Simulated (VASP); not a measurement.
# Quasiparticle energies of GaP in VASP, part 3 of 4

Aim: the quasiparticle gap of GaP, and what it costs to get it. The cell is of the zinc-blende type, one of the forms listed for this formula. The start is a cell from a database of measured crystal structures.

VASP 6.6.1, plane waves and PAW; the level of theory is named at each step.

So far, quasiparticle gap on the mesh (eV): step 4 (G0W0, bands in the sums 40) 2.00; step 6 (G0W0, bands in the sums 64) 2.04.

### Step 8. G0W0, bands in the sums 80

This step: G0W0 on PBE; plane waves and PAW (Ga_d_GW, P_GW) (VASP 6.6.1).

The sums now run over 80 bands at the same response cutoff.

File INCAR:

```
SYSTEM = GaP
PREC = Accurate
ENCUT = 430
ISMEAR = 0
SIGMA = 0.01
LREAL = .FALSE.
GGA = PE
NBANDS = 80
ALGO = EVGW0
NELMGW = 1
ENCUTGW = 200
NOMEGA = 64
PRECFOCK = Fast
NBANDSGW = 24
LWAVE = .FALSE.
LCHARG = .FALSE.
```

File POSCAR:

```
GaP
1.0
    0.0000000000      2.7252500000      2.7252500000
    2.7252500000      0.0000000000      2.7252500000
    2.7252500000      2.7252500000      0.0000000000
Ga P
1 1
Direct
    0.0000000000      0.0000000000      0.0000000000
    0.7500000000      0.7500000000      0.7500000000
```

File KPOINTS:

```
Automatic mesh
0
Gamma
4 4 4
0 0 0
```

The projector-augmented-wave data sets are Ga_d_GW and P_GW (PBE family, release 64).

The run is started by

```bash
$ mpirun -np 8 vasp_std
```

The log of the run:

```text
[banner, memory and clock lines left out]
running    8 mpi-ranks, on    1 nodes
[...]
[... a notice as in an earlier step ...]

 [... a notice as in an earlier step ...]

 LDA part: xc-table for (Slater+PW92), standard interpolation
 found WAVECAR, reading the header
 POSCAR, INCAR and KPOINTS ok, starting setup
[...]
reading WAVECAR
 the WAVECAR file was read successfully
 initial charge from wavefunction
 available memory per node:     32.75 GB, setting MAXMEM to     33537

 The Fermi energy was updated, please check that it is located mid-gap
 values below the HOMO (VB) or above the LUMO (CB) will cause erroneous energies
 E-fermi :   5.2175

 calculate exact exchange contribution
 the WAVEDER file was read successfully
energies w=
    0.000    0.000    0.472    0.000    0.943    0.000    1.412    0.000
    1.877    0.000    2.339    0.000    2.796    0.000    3.248    0.000
    3.694    0.000    4.134    0.000    4.568    0.000    4.996    0.000
[...]
total number of BLAS operations        293.97 Gflops
NQ=   4    0.2500    0.2500    0.0000,
|.........|.........|.........|.........|.........|.........|.........|.........
 performed        741000 updates of chi_q(r,r)
 total number of BLAS operations        411.14 Gflops
NQ=   5    0.5000    0.2500    0.0000,
|.........|.........|.........|.........|.........|.........|.........|.........
 performed       1045000 updates of chi_q(r,r)
 total number of BLAS operations        568.30 Gflops
NQ=   6   -0.2500    0.2500    0.0000,
|.........|.........|.........|.........|.........|.........|.........|.........
 performed       1318000 updates of chi_q(r,r)
 total number of BLAS operations        720.96 Gflops
NQ=   7    0.5000    0.5000    0.0000,
|.........|.........|.........|.........|.........|.........|.........|.........
 performed       1484000 updates of chi_q(r,r)
 total number of BLAS operations        806.78 Gflops
NQ=   8   -0.2500    0.5000    0.2500,
|.........|.........|.........|.........|.........|.........|.........|.........
 performed       1696000 updates of chi_q(r,r)
 total number of BLAS operations        925.18 Gflops
 resolving degeneracies of screened two electron integrals

 calculate QP shifts <psi_nk| G(iteration)W_0 |psi_nk>: iteration 1
 entering main loop
```

Elapsed: 19 s, on 8 MPI ranks of Intel Xeon 6975P-C (Granite Rapids), shared host; peak memory 1.9 GiB.

Parts of OUTCAR (step 8):

```text
 QP shifts <psi_nk| G(iteration)W_0 |psi_nk>: iteration 1
 for sc-GW calculations column KS-energies equals QP-energies in previous step
 and V_xc(KS)=  KS-energies - (<T + V_ion + V_H > + <T+V_H+V_ion>^1  + <V_x>^1)
 k-point   1 :       0.0000    0.0000    0.0000
  band No.  KS-energies  QP-energies   sigma(KS)   V_xc(KS)     V^pw_x(r,r')   Z            occupation Imag(sigma)
    ...
      6      -8.0963      -8.5192     -12.0195     -11.3620     -18.6678       0.6431       2.0000       0.9874
      7       4.4052       3.9804     -13.1705     -12.6166     -14.6171       0.7671       2.0000       0.0336
      8       4.4052       3.9804     -13.1705     -12.6166     -14.6171       0.7671       2.0000       0.0336
      9       4.4052       3.9804     -13.1705     -12.6166     -14.6171       0.7671       2.0000       0.0336
     10       6.2183       6.7025     -10.9963     -11.6281      -6.8650       0.7663       0.0000      -0.0555
     11       8.2588       8.5750     -10.0704     -10.4838      -5.8174       0.7647       0.0000      -0.0681
     12       8.2588       8.5750     -10.0704     -10.4838      -5.8174       0.7647       0.0000      -0.0681
     13       8.2588       8.5750     -10.0704     -10.4838      -5.8174       0.7647       0.0000      -0.0681
    ...

[... 1 part as in an earlier step ...]

[... 2 further parts left out ...]
[key lines of the parts left out:]
E-fermi :   5.2175
```

The gap is now 2.070 eV, +28 meV against the GW run before. The mesh misses a band edge: at the starting level the path gave a gap 0.05 eV smaller. Spin-orbit coupling is left out.

### Step 9. Empty bands

This step: PBE; plane waves and PAW (Ga_d_GW, P_GW) (VASP 6.6.1).

The empty bands are made again, for the run that follows.

File INCAR:

```
SYSTEM = GaP
PREC = Accurate
ENCUT = 430
ISMEAR = 0
SIGMA = 0.01
LREAL = .FALSE.
GGA = PE
NBANDS = 104
ALGO = Exact
NELM = 1
LWAVE = .TRUE.
LCHARG = .FALSE.
LOPTICS = .TRUE.
NEDOS = 1000
CSHIFT = 0.1
```

POSCAR is that of step 8.

KPOINTS is that of step 8.

The run is started by

```bash
$ mpirun -np 8 vasp_std
```

The log of the run:

```text
[banner, memory and clock lines left out]
running    8 mpi-ranks, on    1 nodes
[...]
[... a notice as in an earlier step ...]

 LDA part: xc-table for (Slater+PW92), standard interpolation
 found WAVECAR, reading the header
  number of bands has changed, file:    15 present:   104
  trying to continue reading WAVECAR, but it might fail
 POSCAR, INCAR and KPOINTS ok, starting setup
[...]
reading WAVECAR
 random initialization beyond band           15
 the WAVECAR file was read successfully
 initial charge from wavefunction
 entering main loop
       N       E                     dE             d eps       ncg     rms          rms(c)
DIA:   1    -0.895515124013E+01   -0.89552E+01    0.00000E+00     0   0.000E+00
   1 F= -.89551512E+01 E0= -.89551512E+01  d E =-.151754E-12
 writing wavefunctions
 optical routines
 imaginary and real dielectric function
 recalculating local potential from charge density
 direction            1
 direction            2
 direction            3
```

Elapsed: 3.2 s, on 8 MPI ranks; peak memory 1 GiB; 20 s of CPU time.

From OUTCAR (step 9):

```text
  Total        0.7265392      0.7265392      0.7265392      0.0000000     -0.0000000      0.0000000
  in kB       28.7554791     28.7554791     28.7554791      0.0000000     -0.0000000      0.0000000
  external PRESSURE =      28.7554791 kB  Pullay stress =       0.0000000 kB

[... 4 parts as in an earlier step ...]

[... 2 further parts left out ...]
[key lines of the parts left out:]
E-fermi :   4.4513
```

WAVECAR now holds 104 bands for 18 electrons.

### Step 10. G0W0, bands in the sums 104

This step: G0W0 on PBE; plane waves and PAW (Ga_d_GW, P_GW) (VASP 6.6.1).

The sums now run over 104 bands at the same response cutoff.

File INCAR:

```
SYSTEM = GaP
PREC = Accurate
ENCUT = 430
ISMEAR = 0
SIGMA = 0.01
LREAL = .FALSE.
GGA = PE
NBANDS = 104
ALGO = EVGW0
NELMGW = 1
ENCUTGW = 200
NOMEGA = 64
PRECFOCK = Fast
NBANDSGW = 24
LWAVE = .FALSE.
LCHARG = .FALSE.
```

POSCAR is that of step 9.

KPOINTS is that of step 9.

The run is started by

```bash
$ mpirun -np 8 vasp_std
```

The log of the run:

```text
[banner, memory and clock lines left out]
running    8 mpi-ranks, on    1 nodes
[...]
[... a notice as in an earlier step ...]

 [... a notice as in an earlier step ...]

 LDA part: xc-table for (Slater+PW92), standard interpolation
 found WAVECAR, reading the header
 POSCAR, INCAR and KPOINTS ok, starting setup
[...]
reading WAVECAR
 the WAVECAR file was read successfully
 initial charge from wavefunction
 available memory per node:     33.24 GB, setting MAXMEM to     34034

 The Fermi energy was updated, please check that it is located mid-gap
 values below the HOMO (VB) or above the LUMO (CB) will cause erroneous energies
 E-fermi :   5.2175

 calculate exact exchange contribution
 the WAVEDER file was read successfully
energies w=
    0.000    0.000    0.473    0.000    0.945    0.000    1.414    0.000
    1.881    0.000    2.343    0.000    2.801    0.000    3.254    0.000
    3.701    0.000    4.142    0.000    4.576    0.000    5.005    0.000
[...]
total number of BLAS operations        387.37 Gflops
NQ=   4    0.2500    0.2500    0.0000,
|.........|.........|.........|.........|.........|.........|.........|.........
 performed        976000 updates of chi_q(r,r)
 total number of BLAS operations        541.35 Gflops
NQ=   5    0.5000    0.2500    0.0000,
|.........|.........|.........|.........|.........|.........|.........|.........
 performed       1374000 updates of chi_q(r,r)
 total number of BLAS operations        747.27 Gflops
NQ=   6   -0.2500    0.2500    0.0000,
|.........|.........|.........|.........|.........|.........|.........|.........
 performed       1733000 updates of chi_q(r,r)
 total number of BLAS operations        947.46 Gflops
NQ=   7    0.5000    0.5000    0.0000,
|.........|.........|.........|.........|.........|.........|.........|.........
 performed       1952000 updates of chi_q(r,r)
 total number of BLAS operations       1060.63 Gflops
NQ=   8   -0.2500    0.5000    0.2500,
|.........|.........|.........|.........|.........|.........|.........|.........
 performed       2231000 updates of chi_q(r,r)
 total number of BLAS operations       1216.29 Gflops
 resolving degeneracies of screened two electron integrals

 calculate QP shifts <psi_nk| G(iteration)W_0 |psi_nk>: iteration 1
 entering main loop
```

The job ended after 23 s (8 MPI ranks; peak memory 1.8 GiB; 2.9 min of CPU time).

From OUTCAR (step 10):

```text
 QP shifts <psi_nk| G(iteration)W_0 |psi_nk>: iteration 1
 for sc-GW calculations column KS-energies equals QP-energies in previous step
 and V_xc(KS)=  KS-energies - (<T + V_ion + V_H > + <T+V_H+V_ion>^1  + <V_x>^1)
 k-point   1 :       0.0000    0.0000    0.0000
  band No.  KS-energies  QP-energies   sigma(KS)   V_xc(KS)     V^pw_x(r,r')   Z            occupation Imag(sigma)
    ...
      6      -8.0963      -8.5698     -12.1033     -11.3620     -18.6678       0.6387       2.0000       0.9789
      7       4.4052       3.8983     -13.2781     -12.6166     -14.6171       0.7663       2.0000       0.0317
      8       4.4052       3.8983     -13.2781     -12.6166     -14.6171       0.7663       2.0000       0.0317
      9       4.4052       3.8983     -13.2781     -12.6166     -14.6171       0.7663       2.0000       0.0317
     10       6.2183       6.6181     -11.1071     -11.6281      -6.8650       0.7674       0.0000      -0.0589
     11       8.2588       8.5011     -10.1665     -10.4838      -5.8174       0.7636       0.0000      -0.0714
     12       8.2588       8.5011     -10.1665     -10.4838      -5.8174       0.7636       0.0000      -0.0714
     13       8.2588       8.5011     -10.1665     -10.4838      -5.8174       0.7636       0.0000      -0.0714
    ...

[... 1 part as in an earlier step ...]

[... 2 further parts left out ...]
[key lines of the parts left out:]
E-fermi :   5.2175
```

The gap is now 2.103 eV, +33 meV against the GW run before. The mesh misses a band edge: at the starting level the path gave a gap 0.05 eV smaller. Spin-orbit coupling is left out.

### Step 11. Empty bands

This step: PBE; plane waves and PAW (Ga_d_GW, P_GW) (VASP 6.6.1).

The empty bands are made again, for the run that follows.

File INCAR:

```
SYSTEM = GaP
PREC = Accurate
ENCUT = 430
ISMEAR = 0
SIGMA = 0.01
LREAL = .FALSE.
GGA = PE
NBANDS = 136
ALGO = Exact
NELM = 1
LWAVE = .TRUE.
LCHARG = .FALSE.
LOPTICS = .TRUE.
NEDOS = 1000
CSHIFT = 0.1
```

POSCAR is that of step 10.

KPOINTS is that of step 10.

The run is started by

```bash
$ mpirun -np 8 vasp_std
```

The log of the run:

```text
[banner, memory and clock lines left out]
running    8 mpi-ranks, on    1 nodes
[...]
[... a notice as in an earlier step ...]

 LDA part: xc-table for (Slater+PW92), standard interpolation
 found WAVECAR, reading the header
  number of bands has changed, file:    15 present:   136
  trying to continue reading WAVECAR, but it might fail
 POSCAR, INCAR and KPOINTS ok, starting setup
[...]
reading WAVECAR
 random initialization beyond band           15
 the WAVECAR file was read successfully
 initial charge from wavefunction
 entering main loop
       N       E                     dE             d eps       ncg     rms          rms(c)
DIA:   1    -0.895515124005E+01   -0.89552E+01    0.00000E+00     0   0.000E+00
   1 F= -.89551512E+01 E0= -.89551512E+01  d E =-.858311E-94
 writing wavefunctions
 optical routines
 imaginary and real dielectric function
 recalculating local potential from charge density
 direction            1
 direction            2
 direction            3
```

Elapsed: 2.8 s, on 8 MPI ranks; peak memory 1.1 GiB.

Parts of OUTCAR (step 11):

```text
[... 5 parts as in an earlier step ...]

[... 2 further parts left out ...]
[key lines of the parts left out:]
E-fermi :   4.5496
```

WAVECAR now holds 136 bands for 18 electrons.

### Step 12. G0W0, bands in the sums 136

This step: G0W0 on PBE; plane waves and PAW (Ga_d_GW, P_GW) (VASP 6.6.1).

The sums now run over 136 bands at the same response cutoff.

File INCAR:

```
SYSTEM = GaP
PREC = Accurate
ENCUT = 430
ISMEAR = 0
SIGMA = 0.01
LREAL = .FALSE.
GGA = PE
NBANDS = 136
ALGO = EVGW0
NELMGW = 1
ENCUTGW = 200
NOMEGA = 64
PRECFOCK = Fast
NBANDSGW = 24
LWAVE = .FALSE.
LCHARG = .FALSE.
```

POSCAR is that of step 11.

KPOINTS is that of step 11.

The run is started by

```bash
$ mpirun -np 8 vasp_std
```

The log of the run:

```text
[banner, memory and clock lines left out]
running    8 mpi-ranks, on    1 nodes
[...]
[... a notice as in an earlier step ...]

 [... a notice as in an earlier step ...]

 LDA part: xc-table for (Slater+PW92), standard interpolation
 found WAVECAR, reading the header
 POSCAR, INCAR and KPOINTS ok, starting setup
[...]
reading WAVECAR
 the WAVECAR file was read successfully
 initial charge from wavefunction
 available memory per node:     32.66 GB, setting MAXMEM to     33441

 The Fermi energy was updated, please check that it is located mid-gap
 values below the HOMO (VB) or above the LUMO (CB) will cause erroneous energies
 E-fermi :   5.2175

 calculate exact exchange contribution
 the WAVEDER file was read successfully
energies w=
    0.000    0.000    0.471    0.000    0.940    0.000    1.407    0.000
    1.872    0.000    2.332    0.000    2.788    0.000    3.238    0.000
    3.683    0.000    4.122    0.000    4.554    0.000    4.981    0.000
[...]
total number of BLAS operations        511.92 Gflops
NQ=   4    0.2500    0.2500    0.0000,
|.........|.........|.........|.........|.........|.........|.........|.........
 performed       1289000 updates of chi_q(r,r)
 total number of BLAS operations        714.97 Gflops
NQ=   5    0.5000    0.2500    0.0000,
|.........|.........|.........|.........|.........|.........|.........|.........
 performed       1813000 updates of chi_q(r,r)
 total number of BLAS operations        985.90 Gflops
NQ=   6   -0.2500    0.2500    0.0000,
|.........|.........|.........|.........|.........|.........|.........|.........
 performed       2285000 updates of chi_q(r,r)
 total number of BLAS operations       1249.47 Gflops
NQ=   7    0.5000    0.5000    0.0000,
|.........|.........|.........|.........|.........|.........|.........|.........
 performed       2574000 updates of chi_q(r,r)
 total number of BLAS operations       1399.10 Gflops
NQ=   8   -0.2500    0.5000    0.2500,
|.........|.........|.........|.........|.........|.........|.........|.........
 performed       2942000 updates of chi_q(r,r)
 total number of BLAS operations       1604.43 Gflops
 resolving degeneracies of screened two electron integrals

 calculate QP shifts <psi_nk| G(iteration)W_0 |psi_nk>: iteration 1
 entering main loop
```

Elapsed: 27 s, on 8 MPI ranks; peak memory 1.9 GiB.

OUTCAR, selected parts (step 12):

```text
 QP shifts <psi_nk| G(iteration)W_0 |psi_nk>: iteration 1
 for sc-GW calculations column KS-energies equals QP-energies in previous step
 and V_xc(KS)=  KS-energies - (<T + V_ion + V_H > + <T+V_H+V_ion>^1  + <V_x>^1)
 k-point   1 :       0.0000    0.0000    0.0000
  band No.  KS-energies  QP-energies   sigma(KS)   V_xc(KS)     V^pw_x(r,r')   Z            occupation Imag(sigma)
    ...
      6      -8.0963      -8.6150     -12.1706     -11.3620     -18.6678       0.6415       2.0000       0.9751
      7       4.4052       3.8310     -13.3659     -12.6166     -14.6171       0.7663       2.0000       0.0307
      8       4.4052       3.8310     -13.3659     -12.6166     -14.6171       0.7663       2.0000       0.0307
      9       4.4052       3.8310     -13.3659     -12.6166     -14.6171       0.7663       2.0000       0.0307
     10       6.2183       6.5502     -11.1946     -11.6281      -6.8650       0.7656       0.0000      -0.0585
     11       8.2588       8.4417     -10.2446     -10.4838      -5.8174       0.7643       0.0000      -0.0710
     12       8.2588       8.4417     -10.2446     -10.4838      -5.8174       0.7643       0.0000      -0.0710
     13       8.2588       8.4417     -10.2446     -10.4838      -5.8174       0.7643       0.0000      -0.0710
    ...

[... 1 part as in an earlier step ...]

[... 2 further parts left out ...]
[key lines of the parts left out:]
E-fermi :   5.2175
```

The gap is now 2.131 eV, +28 meV against the GW run before. The mesh misses a band edge: at the starting level the path gave a gap 0.05 eV smaller. Spin-orbit coupling is left out.

### Step 13. Empty bands

This step: PBE; plane waves and PAW (Ga_d_GW, P_GW) (VASP 6.6.1).

The empty bands are made again, for the run that follows.

File INCAR:

```
SYSTEM = GaP
PREC = Accurate
ENCUT = 430
ISMEAR = 0
SIGMA = 0.01
LREAL = .FALSE.
GGA = PE
NBANDS = 176
ALGO = Exact
NELM = 1
LWAVE = .TRUE.
LCHARG = .FALSE.
LOPTICS = .TRUE.
NEDOS = 1000
CSHIFT = 0.1
```

POSCAR is that of step 12.

KPOINTS is that of step 12.

The run is started by

```bash
$ mpirun -np 8 vasp_std
```

The log of the run:

```text
[banner, memory and clock lines left out]
running    8 mpi-ranks, on    1 nodes
[...]
[... a notice as in an earlier step ...]

 LDA part: xc-table for (Slater+PW92), standard interpolation
 found WAVECAR, reading the header
  number of bands has changed, file:    15 present:   176
  trying to continue reading WAVECAR, but it might fail
 POSCAR, INCAR and KPOINTS ok, starting setup
[...]
reading WAVECAR
 random initialization beyond band           15
 the WAVECAR file was read successfully
 initial charge from wavefunction
 entering main loop
       N       E                     dE             d eps       ncg     rms          rms(c)
DIA:   1    -0.895515124017E+01   -0.89552E+01    0.00000E+00     0   0.000E+00
   1 F= -.89551512E+01 E0= -.89551512E+01  d E =-.163905E-16
 writing wavefunctions
 optical routines
 imaginary and real dielectric function
 recalculating local potential from charge density
 direction            1
 direction            2
 direction            3
```

Elapsed: 3.2 s, on 8 MPI ranks; peak memory 1.1 GiB.

From OUTCAR (step 13):

```text
[... 5 parts as in an earlier step ...]

[... 2 further parts left out ...]
[key lines of the parts left out:]
E-fermi :   4.4604
```

WAVECAR now holds 176 bands for 18 electrons.

[end of part 3 of 4]

[Lines on the potential files, build, host, timing and source positions are cut from VASP's logs without a mark.]

[Logs are printed without paths, hosts, clocks, repeated set-up lines and the standing remarks that a program may print on its own settings, such as how far it seeks lower states.]

[Hosts, paths, dates, database ids (printed as entryN), source tags and the programs' standing remarks are cut or masked in the printed files.]

[Pressures printed for these runs are not shown converged in the cutoff: they can be off by several GPa and have the wrong sign.]
